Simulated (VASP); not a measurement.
The input files of a VASP run:

File KPOINTS:
```
Automatic mesh
0
Gamma
5 5 5
0 0 0
```

INCAR:
```
! general
SYSTEM  = CsCdCl3
PREC    = Accurate
ENCUT   = 300
LREAL   = F
LASPH   = T

! electronic loop
EDIFF   = 1E-6
NELM    = 100
ALGO    = Normal
LMAXMIX = 4

! smearing
ISMEAR  = 0
SIGMA   = 0.01

! ions
ISIF    = 2

! output
LWAVE   = F
LCHARG  = F
```

### POSCAR
```
CsCdCl3
5.2137990
  1.0000000000   0.0000000000   0.0000000000
  0.0000000000   1.0000000000   0.0000000000
  0.0000000000   0.0000000000   1.0000000000
Cs Cd Cl
1 1 3
Cart
  0.0000000000   0.0000000000   0.0000000000
  0.5000000000   0.5000000000   0.5000000000
  0.0000000000   0.5000000000   0.5000000000
  0.5000000000   0.0000000000   0.5000000000
  0.5000000000   0.5000000000   0.0000000000
```

POTCAR, in this order: Cs_sv Cd Cl (LDA.64 set). Program: vasp_std.

Write an equivalent input for Ansatz.

One equivalent input (not run):
Ansatz 0.2 input:
```yaml
crystal:
  lattice:
    - [5.2137990, 0.0000000, 0.0000000]
    - [0.0000000, 5.2137990, 0.0000000]
    - [0.0000000, 0.0000000, 5.2137990]
  atoms:
    - { symbol: Cs, position: [0.0000000, 0.0000000, 0.0000000] }
    - { symbol: Cd, position: [0.5000000, 0.5000000, 0.5000000] }
    - { symbol: Cl, position: [0.0000000, 0.5000000, 0.5000000] }
    - { symbol: Cl, position: [0.5000000, 0.0000000, 0.5000000] }
    - { symbol: Cl, position: [0.5000000, 0.5000000, 0.0000000] }
kpoints:
  mp_grid: { grid: [5, 5, 5] }
hamiltonian:
  xc: lda
  pseudopotentials: { kind: paw }
scf:
  occupations: { method: gaussian, width: 0.01 }
  max_iter: 100
output: { forces: true, stress: true, eigenvalues: true }
```
The two are equivalent in intent, not identical: each code has its own PAW files, so the cut-off isn't converted (ENCUT is set for VASP's; basis.ecutwfc is left out, and Ansatz then takes the one that its files recommend); Ansatz stops its SCF on the density residual and VASP on the energy change (EDIFF); Ansatz's lda is the Perdew-Wang form, while the LDA potentials of VASP carry Perdew-Zunger's.

The structure comes from a computed database's CsCdCl3 entry (Pm-3m); how it stands against other phases isn't given here. The cell was not relaxed at this level, and its volume differs by -5.9 % from the start's.
